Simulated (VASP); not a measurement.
Input:

```yaml
crystal:
  lattice:
    - [1.32556, -2.29593, 0.00000]
    - [1.32556, 2.29593, 0.00000]
    - [0.00000, 0.00000, 4.82173]
  atoms:
    - { symbol: Zn, position: [0.33333, 0.66667, 0.25000] }
    - { symbol: Zn, position: [0.66667, 0.33333, 0.75000] }
```

Method: optB86b-vdW, VASP's PBE PAW potentials (set 64) (plane waves; VASP). Numerical set-up: 520 eV cut-off, Gaussian smearing of 0.050 eV, potentials Zn.

**Question.** Estimate the band gap (along the path) with the smallest direct gap where there is one.

**Answer.** 
| Property | Result |
|---|---|
| band gap (along the path) | none (metal, semimetal or under 0.01 eV) |

The compound is Zn in the hcp structure. It was relaxed first.
